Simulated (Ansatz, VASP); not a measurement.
Bi2Te2O: VASP beside Ansatz

File INCAR:

```
SYSTEM = Bi2Te2O
PREC     = Accurate       ! precision mode
ENCUT    = 520            ! plane-wave cutoff, eV
EDIFF    = 1E-6           ! SCF threshold, eV
ISMEAR   = 0              ! smearing method
SIGMA    = 0.1            ! smearing width, eV
LREAL    = .FALSE.        ! projectors in reciprocal space
LASPH    = .TRUE.         ! aspherical terms in the spheres
NELM     = 80             ! most SCF steps
ALGO     = Normal         ! electronic algorithm
ISIF     = 2              ! what is computed and relaxed
LWAVE    = .FALSE.        ! write WAVECAR
LCHARG   = .TRUE.         ! write CHGCAR
GGA      = PE             ! functional
LELF     = .TRUE.         ! ELF
LVHAR    = .TRUE.       
NBANDS   = 32             ! bands
```

KPOINTS

```
regular mesh
0
G
  6 6 2
  0 0 0
```

Contents of POSCAR:

```
Bi2Te2O
1.0
    4.7978973700      0.0000000000      0.0000000000
   -2.3989486800      4.1551010100      0.0000000000
    0.0000000000      0.0000000000      7.8305000700
Bi Te O
2 2 1
Direct
    0.3333333300      0.6666666700      0.6387000100
    0.6666666700      0.3333333300      0.3612999900
    0.3333333300      0.6666666700      0.2719200000
    0.6666666700      0.3333333300      0.7280800000
    0.0000000000      0.0000000000      0.0000000000
```

Input for Ansatz:

```yaml
crystal:
  lattice:
    - [4.79789737, 0.0, 0.0]
    - [-2.39894868, 4.15510101, 0.0]
    - [0.0, 0.0, 7.83050007]
  atoms:
    - { symbol: Bi, position: [0.33333333, 0.66666667, 0.63870001] }
    - { symbol: Bi, position: [0.66666667, 0.33333333, 0.36129999] }
    - { symbol: Te, position: [0.33333333, 0.66666667, 0.27192] }
    - { symbol: Te, position: [0.66666667, 0.33333333, 0.72808] }
    - { symbol: O, position: [0.0, 0.0, 0.0] }
basis:
  ecutwfc: 420
kpoints:
  mp_grid: { grid: [6, 6, 2] }
hamiltonian:
  xc: pbe
scf:
  occupations: { method: gaussian, width: 0.1 }
  lower_state_search: "off"
output:
  forces: true
  stress: true
  eigenvalues: true
```

Change from the starting cell: species swapped into the LaAl2Ge2 type (P-3m1, No. 164).

Alike in both runs: task single point; functional PBE; k mesh 6 × 6 × 2; occupations gaussian, width 0.1 eV; no spin polarisation.

|  | VASP | Ansatz |
| --- | --- | --- |
| version | VASP 6.6.1 | Ansatz 0.2.0 |
| potentials or method | VASP PAW PBE potentials, release 64 (Bi_d, Te, O) | scalar-relativistic, plane waves, PAW |
| plane-wave cutoff (eV) | 520 | 420 |
| valence electrons in the cell | 48 | 68 |

Ansatz gave:

```
gap on the k mesh at the Fermi level (eV)       : none
pressure (GPa)                                  : 10.2
largest component of the traceless stress (GPa) : 6.44
rms of the force components (eV/Å)              : 1.027
```

Q: What did VASP give for the same quantities?

A: gap on the k mesh at the Fermi level (eV): none; pressure (GPa): 10.2; largest component of the traceless stress (GPa): 6.38; rms of the force components (eV/Å): 1.036.

Atom by atom the forces differ by 0.009 eV/Å (rms over components). A gap of «none» marks a metal or a gap that the smearing closes. The two sets of potentials don't hold the same shells in valence.

Caveats: the k mesh is coarse (spacing up to 0.40 Å⁻¹), so the values aren't converged; spin-orbit coupling is left out, which moves the levels of the heavy elements; forces of over 1 eV/Å show positions far from the minimum, so gaps and moduli don't describe the material at rest.
